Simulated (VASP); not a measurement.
Consider the following.

```
CELL_PARAMETERS angstrom
      4.85901     0.00000     0.00000
     -2.42950     4.20803     0.00000
      0.00000     0.00000     3.02886
ATOMIC_POSITIONS crystal
  Hf 0.66667 0.33333 0.50000
  Hf 0.33333 0.66667 0.50000
  Hf 0.00000 0.00000 0.00000
```

Level of theory: LDA (Ceperley-Alder, Perdew-Zunger), VASP's LDA PAW potentials (set 64) (plane waves; VASP). Settings: 400 eV cut-off, Gaussian smearing of 0.050 eV, potentials Hf_pv.

Problem. Give the energies of bands 10 to 18 at the high-symmetry points, in eV from the Fermi level.

Solution. 
```tsv
band	Γ	M	K	A	L	H
10	-7.37	-4.63	-4.49	-3.22	-3.33	-3.66
11	-2.76	-4.46	-4.14	-2.82	-3.08	-2.09
12	-0.64	-3.75	-4.14	-2.82	-2.20	-2.09
13	-0.59	-0.59	-0.42	-2.09	-1.61	-1.23
14	-0.59	-0.57	-0.42	-2.09	-0.87	-1.23
15	-0.54	-0.45	-0.04	-2.08	-0.62	-1.17
16	-0.54	0.10	0.12	1.43	0.47	0.66
17	1.08	0.86	0.63	1.43	0.83	0.66
18	2.15	1.50	0.63	2.13	1.11	1.16
```

It has no gap at this level: it comes out as a metal or semimetal.

The structure comes from a computed database's Hf entry (P6/mmm); how it stands against other phases isn't given here. It was relaxed first, which changed the volume by -6 %.
